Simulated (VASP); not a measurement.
# Shielding tensors and field gradients of H4BrN, part 6 of 7

Aim: NMR shielding tensors and field gradients of H4BrN. The cell has space group P-43m. Left out of this account: 1 further run (NMR: a repeat of the first functional). The start is a cell from a database of measured crystal structures.

VASP 6.6.1, plane waves and PAW; the level of theory is named at each step.

So far. Step 2 (Ground state): The cell has a gap of 3.95 eV on this mesh. Spin-orbit coupling is left out, which can shift or reorder these edges. Forces of up to 0.94 eV/Å remain in these settings, with PBE data sets under LDA. Step 4 (Other data sets, PAW release PBE 64): Against the first shielding run the largest change is +19.4 ppm, on Br1.

## Step 5: Cell strained

This step: chemical shifts by linear response (GIPAW), LDA; plane waves and PAW (Br, N, H) (VASP 6.6.1).

A strained cell shows how shieldings follow the geometry.

The input, INCAR:

```
SYSTEM = H4BrN
PREC = Accurate
ENCUT = 560
EDIFF = 1E-09
NELM = 100
ISMEAR = 0
SIGMA = 0.01
LREAL = .FALSE.
ALGO = Normal
GGA = CA
NBANDS = 14
LWAVE = .FALSE.
LCHARG = .FALSE.
KPAR = 2
LCHIMAG = .TRUE.
LEFG = .TRUE.
DQ = 0.001
ICHIBARE = 1
LNMR_SYM_RED = .TRUE.
```

The input, POSCAR:

```
H4BrN
1.0
    4.0197910000      0.0176760000     -0.0155280000
    0.0176760000      3.9546530000     -0.0116540000
   -0.0155280000     -0.0116540000      4.0261200000
Br N H
1 1 4
Direct
    0.5000000000      0.5000000000      0.5000000000
    0.0000000000      0.0000000000      0.0000000000
    0.1480000000      0.1480000000      0.1480000000
    0.1480000000      0.8520000000      0.8520000000
    0.8520000000      0.8520000000      0.1480000000
    0.8520000000      0.1480000000      0.8520000000
```

The input, KPOINTS:

```
Automatic mesh
0
Gamma
6 6 6
0 0 0
```

PAW data sets: Br, N and H (LDA family, release 64).

The run is started by

```console
$ mpirun -np 2 vasp_std
```

The program printed:

```text
[... set-up lines as in an earlier step ...]
 entering main loop
       N       E                     dE             d eps       ncg     rms          rms(c)
DAV:   1     0.587733271548E+02    0.58773E+02   -0.70180E+03  3136   0.103E+03
DAV:   2    -0.252138450083E+02   -0.83987E+02   -0.77592E+02  4402   0.181E+02
DAV:   3    -0.307469388991E+02   -0.55331E+01   -0.55056E+01  4144   0.497E+01
DAV:   4    -0.307898079896E+02   -0.42869E-01   -0.42863E-01  3394   0.525E+00
DAV:   5    -0.307901123565E+02   -0.30437E-03   -0.30436E-03  4012   0.427E-01    0.882E+00
DAV:   6    -0.287445227155E+02    0.20456E+01   -0.42989E+00  3292   0.153E+01    0.406E+00
DAV:   7    -0.286169587152E+02    0.12756E+00   -0.29977E-01  3790   0.393E+00    0.256E+00
DAV:   8    -0.285775983899E+02    0.39360E-01   -0.64165E-02  3832   0.183E+00    0.320E-01
DAV:   9    -0.285759557942E+02    0.16426E-02   -0.51825E-03  4228   0.609E-01    0.126E-01
DAV:  10    -0.285761180533E+02   -0.16226E-03   -0.74970E-04  3250   0.211E-01    0.599E-02
DAV:  11    -0.285761035690E+02    0.14484E-04   -0.25205E-05  3784   0.392E-02    0.317E-02
DAV:  12    -0.285761093935E+02   -0.58245E-05   -0.29847E-05  3586   0.362E-02    0.818E-03
DAV:  13    -0.285761085609E+02    0.83258E-06   -0.17548E-06  3604   0.969E-03    0.327E-03
DAV:  14    -0.285761085931E+02   -0.32203E-07   -0.15463E-07  3784   0.295E-03    0.763E-04
DAV:  15    -0.285761086116E+02   -0.18529E-07   -0.18220E-08  3610   0.105E-03    0.277E-04
DAV:  16    -0.285761086129E+02   -0.12423E-08   -0.25566E-09  3472   0.397E-04    0.967E-05
DAV:  17    -0.285761086136E+02   -0.74738E-09   -0.32778E-10  1598   0.136E-04
ion   1
     0.0000000    -0.0325237     0.0208844    -0.0452237     0.0303767    -0.0663836
     0.0000501    -0.0325237     0.0208844    -0.0452237     0.0303767    -0.0663836
     0.0000689    -0.0325237     0.0208844    -0.0452237     0.0303767    -0.0663836
     0.0000949    -0.0325237     0.0208844    -0.0452237     0.0303767    -0.0663836
     0.0001307    -0.0325237     0.0208844    -0.0452237     0.0303767    -0.0663836

     0.0000000    -1.2752289     0.8149297    -2.8774237     1.2095351    -4.2143348
     0.0000501    -1.2751683     0.8148910    -2.8772912     1.2094777    -4.2141408
     0.0000689    -1.2751343     0.8148693    -2.8772175     1.2094455    -4.2140329
     0.0000949    -1.2750793     0.8148341    -2.8770985     1.2093934    -4.2138585
     0.0001307    -1.2749906     0.8147774    -2.8769070     1.2093094    -4.2135780

ion   2
     0.0000000    -0.5161738     0.3367550    -0.0984088     0.4590199    -0.1434352
     0.0000281    -0.5161738     0.3367550    -0.0984088     0.4590199    -0.1434352
     0.0000381    -0.5161738     0.3367550    -0.0984088     0.4590199    -0.1434352
     0.0000517    -0.5161738     0.3367550    -0.0984088     0.4590199    -0.1434352
     0.0000701    -0.5161738     0.3367550    -0.0984088     0.4590199    -0.1434352

     0.0000000    -1.1542061     0.7520162    -0.3710033     1.0243705    -0.5392638
     0.0000281    -1.1542060     0.7520161    -0.3710033     1.0243704    -0.5392637
     0.0000381    -1.1542059     0.7520160    -0.3710032     1.0243703    -0.5392636
     0.0000517    -1.1542057     0.7520159    -0.3710031     1.0243701    -0.5392635
     0.0000701    -1.1542054     0.7520157    -0.3710030     1.0243698    -0.5392633

ion   3
     0.0000000     5.4001777     5.3759173     0.0175859     5.4748017     0.0957633
     0.0000116     5.4001777     5.3759173     0.0175859     5.4748017     0.0957633
     0.0000158     5.4001777     5.3759173     0.0175859     5.4748017     0.0957633
     0.0000215     5.4001777     5.3759173     0.0175859     5.4748017     0.0957633
     0.0000293     5.4001777     5.3759173     0.0175859     5.4748016     0.0957633

     0.0000000     5.6419155     5.6165691     0.0183731     5.7198800     0.1000501
     0.0000116     5.6419155     5.6165691     0.0183731     5.7198799     0.1000501
     0.0000158     5.6419155     5.6165691     0.0183731     5.7198799     0.1000501
     0.0000215     5.6419155     5.6165690     0.0183731     5.7198799     0.1000501
     0.0000293     5.6419154     5.6165690     0.0183731     5.7198799     0.1000501

ion   4
     0.0000000    -5.3775060     5.3942373     0.1027569    -5.5319913     0.1404160
     0.0000116    -5.3775060     5.3942373     0.1027569    -5.5319913     0.1404160
     0.0000158    -5.3775060     5.3942373     0.1027569    -5.5319913     0.1404160
     0.0000215    -5.3775060     5.3942373     0.1027569    -5.5319913     0.1404160
     0.0000293    -5.3775060     5.3942373     0.1027569    -5.5319913     0.1404160

     0.0000000    -5.6182289     5.6357091     0.1073568    -5.7796297     0.1467017
     0.0000116    -5.6182289     5.6357091     0.1073568    -5.7796297     0.1467017
     0.0000158    -5.6182289     5.6357091     0.1073568    -5.7796297     0.1467017
     0.0000215    -5.6182289     5.6357091     0.1073568    -5.7796297     0.1467017
     0.0000293    -5.6182288     5.6357091     0.1073568    -5.7796296     0.1467017

ion   5
     0.0000000     5.1300948    -5.1328808     0.0597022    -5.2364441     0.1009629
     0.0000116     5.1300948    -5.1328808     0.0597022    -5.2364441     0.1009629
     0.0000158     5.1300948    -5.1328808     0.0597022    -5.2364441     0.1009629
     0.0000215     5.1300948    -5.1328808     0.0597022    -5.2364441     0.1009629
     0.0000293     5.1300948    -5.1328808     0.0597022    -5.2364441     0.1009629

     0.0000000     5.3597423    -5.3626531     0.0623748    -5.4708523     0.1054825
     0.0000116     5.3597423    -5.3626531     0.0623748    -5.4708523     0.1054825
     0.0000158     5.3597423    -5.3626531     0.0623748    -5.4708523     0.1054825
     0.0000215     5.3597423    -5.3626531     0.0623748    -5.4708523     0.1054825
     0.0000293     5.3597423    -5.3626531     0.0623748    -5.4708523     0.1054825

ion   6
     0.0000000    -5.4200453    -5.4645420     0.0976363     5.5371149     0.0625489
     0.0000116    -5.4200453    -5.4645420     0.0976363     5.5371149     0.0625489
     0.0000158    -5.4200453    -5.4645420     0.0976363     5.5371149     0.0625489
     0.0000215    -5.4200453    -5.4645420     0.0976363     5.5371149     0.0625489
     0.0000293    -5.4200453    -5.4645420     0.0976363     5.5371149     0.0625489

     0.0000000    -5.6626724    -5.7091610     0.1020070     5.7849826     0.0653489
     0.0000116    -5.6626724    -5.7091610     0.1020070     5.7849826     0.0653489
     0.0000158    -5.6626724    -5.7091610     0.1020070     5.7849826     0.0653489
     0.0000215    -5.6626724    -5.7091610     0.1020070     5.7849826     0.0653489
[...]
RLQ:   7    -0.265926474345E+00   -0.35548E-08   -0.73649E-09  4768   0.159E-04
RLQ:   8    -0.265926474701E+00   -0.35588E-09   -0.55722E-10  4287   0.678E-05
BDIR= 3  IDIR= 1  IQ= -1
DAV:   1    -0.238452304883E+03   -0.23845E+03   -0.10885E-02  3472   0.688E-01
DAV:   2    -0.238452377256E+03   -0.72373E-04   -0.72373E-04  3658   0.179E-01
DAV:   3    -0.238452377447E+03   -0.19138E-06   -0.19138E-06  3946   0.118E-02
DAV:   4    -0.238452377448E+03   -0.14313E-08   -0.14486E-08  3802   0.960E-04
DAV:   5    -0.238452377449E+03   -0.33396E-10   -0.15281E-10  2936   0.992E-05
       N       E                     dE             d eps       ncg     rms
RMM:   1    -0.598787844454E+02   -0.59879E+02   -0.97986E+01  5969   0.467E+01
RMM:   2    -0.610799119071E+02   -0.12011E+01   -0.24228E+00  6568   0.742E+00
RMM:   3    -0.611480380229E+02   -0.68126E-01   -0.57690E-02  6631   0.963E-01
RMM:   4    -0.611505114486E+02   -0.24734E-02   -0.55296E-03  6683   0.192E-01
RMM:   5    -0.611507736191E+02   -0.26217E-03   -0.29116E-04  6699   0.378E-02
RMM:   6    -0.611507899779E+02   -0.16359E-04   -0.49757E-05  6719   0.978E-03
RMM:   7    -0.611507914722E+02   -0.14943E-05   -0.12856E-06  6204   0.216E-03
RMM:   8    -0.611507915376E+02   -0.65411E-07   -0.19749E-07  5231   0.601E-04
RMM:   9    -0.611507915445E+02   -0.68978E-08   -0.58064E-09  4746   0.163E-04
RMM:  10    -0.611507915448E+02   -0.29586E-09   -0.83249E-10  4364   0.702E-05
BDIR= 3  IDIR= 1  IQ=  0
DAV:   1    -0.238454163507E+03   -0.23845E+03   -0.32134E-11  1574   0.429E-05
DAV:   2    -0.238454163507E+03   -0.60822E-11   -0.20032E-12  1586   0.136E-05
       N       E                     dE             d eps       ncg     rms
RMM:   1    -0.598796789437E+02   -0.59880E+02   -0.97990E+01  5969   0.467E+01
RMM:   2    -0.610805751406E+02   -0.12009E+01   -0.24220E+00  6567   0.742E+00
RMM:   3    -0.611486011939E+02   -0.68026E-01   -0.57547E-02  6623   0.963E-01
RMM:   4    -0.611510637132E+02   -0.24625E-02   -0.55068E-03  6675   0.192E-01
RMM:   5    -0.611513242174E+02   -0.26050E-03   -0.28892E-04  6696   0.378E-02
RMM:   6    -0.611513404113E+02   -0.16194E-04   -0.49154E-05  6705   0.978E-03
RMM:   7    -0.611513418980E+02   -0.14867E-05   -0.12804E-06  6190   0.216E-03
RMM:   8    -0.611513419632E+02   -0.65157E-07   -0.19681E-07  5214   0.600E-04
RMM:   9    -0.611513419701E+02   -0.68625E-08   -0.57804E-09  4729   0.163E-04
RMM:  10    -0.611513419704E+02   -0.29364E-09   -0.82549E-10  4339   0.702E-05
BDIR= 3  IDIR= 1  IQ=  1
DAV:   1    -0.238455877626E+03   -0.23846E+03   -0.10885E-02  3472   0.688E-01
DAV:   2    -0.238455950006E+03   -0.72379E-04   -0.72379E-04  3652   0.179E-01
DAV:   3    -0.238455950197E+03   -0.19175E-06   -0.19176E-06  3958   0.118E-02
DAV:   4    -0.238455950199E+03   -0.14634E-08   -0.14552E-08  3796   0.960E-04
DAV:   5    -0.238455950199E+03   -0.30127E-11   -0.15400E-10  2912   0.993E-05
       N       E                     dE             d eps       ncg     rms
RMM:   1    -0.598799197070E+02   -0.59880E+02   -0.97993E+01  5963   0.467E+01
RMM:   2    -0.610805674994E+02   -0.12006E+01   -0.24210E+00  6567   0.742E+00
RMM:   3    -0.611484949135E+02   -0.67927E-01   -0.57410E-02  6628   0.963E-01
RMM:   4    -0.611509470017E+02   -0.24521E-02   -0.54852E-03  6684   0.192E-01
RMM:   5    -0.611512059590E+02   -0.25896E-03   -0.28703E-04  6699   0.377E-02
RMM:   6    -0.611512219894E+02   -0.16030E-04   -0.48517E-05  6720   0.977E-03
RMM:   7    -0.611512234697E+02   -0.14804E-05   -0.12779E-06  6204   0.216E-03
RMM:   8    -0.611512235348E+02   -0.65032E-07   -0.19656E-07  5230   0.600E-04
RMM:   9    -0.611512235416E+02   -0.68347E-08   -0.57570E-09  4753   0.163E-04
RMM:  10    -0.611512235419E+02   -0.29227E-09   -0.82230E-10  4361   0.703E-05
BDIR= 3  IDIR= 2  IQ= -1
DAV:   1    -0.238448389909E+03   -0.23845E+03   -0.11006E-02  3466   0.689E-01
DAV:   2    -0.238448461630E+03   -0.71721E-04   -0.71721E-04  3688   0.178E-01
DAV:   3    -0.238448461819E+03   -0.18909E-06   -0.18907E-06  3976   0.117E-02
DAV:   4    -0.238448461820E+03   -0.14531E-08   -0.14459E-08  3748   0.954E-04
DAV:   5    -0.238448461820E+03    0.80149E-11   -0.15204E-10  2968   0.989E-05
       N       E                     dE             d eps       ncg     rms
RMM:   1    -0.598616481778E+02   -0.59862E+02   -0.97908E+01  6002   0.467E+01
RMM:   2    -0.610744737626E+02   -0.12128E+01   -0.24185E+00  6581   0.750E+00
RMM:   3    -0.611421201391E+02   -0.67646E-01   -0.59223E-02  6645   0.976E-01
RMM:   4    -0.611445500901E+02   -0.24300E-02   -0.51925E-03  6690   0.195E-01
RMM:   5    -0.611447913530E+02   -0.24126E-03   -0.28365E-04  6693   0.388E-02
RMM:   6    -0.611448058786E+02   -0.14526E-04   -0.35461E-05  6719   0.101E-02
RMM:   7    -0.611448079185E+02   -0.20398E-05   -0.19678E-06  6225   0.239E-03
RMM:   8    -0.611448080255E+02   -0.10706E-06   -0.33724E-07  5231   0.687E-04
RMM:   9    -0.611448080358E+02   -0.10295E-07   -0.87354E-09  4767   0.184E-04
RMM:  10    -0.611448080363E+02   -0.44777E-09   -0.13077E-09  4379   0.769E-05
BDIR= 3  IDIR= 2  IQ=  0
DAV:   1    -0.238454163507E+03   -0.23845E+03   -0.31991E-11  1574   0.429E-05
DAV:   2    -0.238454163507E+03   -0.34959E-11   -0.20590E-12  1586   0.136E-05
       N       E                     dE             d eps       ncg     rms
RMM:   1    -0.598647172097E+02   -0.59865E+02   -0.97923E+01  6004   0.467E+01
RMM:   2    -0.610772954300E+02   -0.12126E+01   -0.24167E+00  6577   0.750E+00
RMM:   3    -0.611447741169E+02   -0.67479E-01   -0.58953E-02  6639   0.976E-01
RMM:   4    -0.611471879226E+02   -0.24138E-02   -0.51624E-03  6688   0.195E-01
RMM:   5    -0.611474270948E+02   -0.23917E-03   -0.28051E-04  6689   0.387E-02
RMM:   6    -0.611474414335E+02   -0.14339E-04   -0.35035E-05  6709   0.101E-02
RMM:   7    -0.611474434421E+02   -0.20086E-05   -0.19350E-06  6209   0.238E-03
RMM:   8    -0.611474435470E+02   -0.10486E-06   -0.32934E-07  5214   0.684E-04
RMM:   9    -0.611474435571E+02   -0.10137E-07   -0.86118E-09  4756   0.183E-04
RMM:  10    -0.611474435575E+02   -0.44015E-09   -0.12795E-09  4356   0.766E-05
BDIR= 3  IDIR= 2  IQ=  1
DAV:   1    -0.238459794084E+03   -0.23846E+03   -0.11006E-02  3466   0.689E-01
DAV:   2    -0.238459865867E+03   -0.71783E-04   -0.71783E-04  3694   0.178E-01
DAV:   3    -0.238459866057E+03   -0.19029E-06   -0.19030E-06  3964   0.118E-02
DAV:   4    -0.238459866058E+03   -0.14700E-08   -0.14637E-08  3754   0.958E-04
DAV:   5    -0.238459866058E+03   -0.18304E-10   -0.15732E-10  2962   0.993E-05
       N       E                     dE             d eps       ncg     rms
RMM:   1    -0.598671243749E+02   -0.59867E+02   -0.97936E+01  6004   0.467E+01
RMM:   2    -0.610794387127E+02   -0.12123E+01   -0.24149E+00  6578   0.750E+00
RMM:   3    -0.611467511760E+02   -0.67312E-01   -0.58689E-02  6640   0.976E-01
RMM:   4    -0.611491493055E+02   -0.23981E-02   -0.51334E-03  6686   0.195E-01
RMM:   5    -0.611493865010E+02   -0.23720E-03   -0.27773E-04  6692   0.386E-02
RMM:   6    -0.611494006538E+02   -0.14153E-04   -0.34568E-05  6721   0.100E-02
RMM:   7    -0.611494026317E+02   -0.19779E-05   -0.19041E-06  6225   0.238E-03
RMM:   8    -0.611494027356E+02   -0.10385E-06   -0.33247E-07  5234   0.681E-04
RMM:   9    -0.611494027445E+02   -0.89674E-08   -0.78721E-09  4772   0.179E-04
RMM:  10    -0.611494027449E+02   -0.39660E-09   -0.10911E-09  4376   0.752E-05
       N       E                     dE             d eps       ncg     rms
RLQ:   1    -0.262726630828E+00   -0.26273E+00   -0.38883E-01  5702   0.257E+00
RLQ:   2    -0.266472169397E+00   -0.37455E-02   -0.49281E-03  6489   0.299E-01
RLQ:   3    -0.266628201881E+00   -0.15603E-03   -0.29721E-04  6546   0.439E-02
RLQ:   4    -0.266636228785E+00   -0.80269E-05   -0.10772E-05  6443   0.945E-03
RLQ:   5    -0.266636723545E+00   -0.49476E-06   -0.10022E-06  5926   0.210E-03
RLQ:   6    -0.266636771297E+00   -0.47752E-07   -0.73652E-08  5387   0.572E-04
RLQ:   7    -0.266636775374E+00   -0.40769E-08   -0.86508E-09  4776   0.171E-04
RLQ:   8    -0.266636775809E+00   -0.43530E-09   -0.67392E-10  4318   0.721E-05
```

Wall time 9.6 min (2 MPI ranks of Intel Xeon Platinum 8488C (Sapphire Rapids), shared host); peak memory 1.4 GiB; 19 min of CPU time.

[end of part 6 of 7]

[Lines on the potential files, build, host, timing and source positions are cut from VASP's logs without a mark.]

[Logs are printed without paths, hosts, clocks, repeated set-up lines and the standing remarks that a program may print on its own settings, such as how far it seeks lower states.]

[Hosts, paths, dates, database ids (printed as entryN), source tags and the programs' standing remarks are cut or masked in the printed files.]
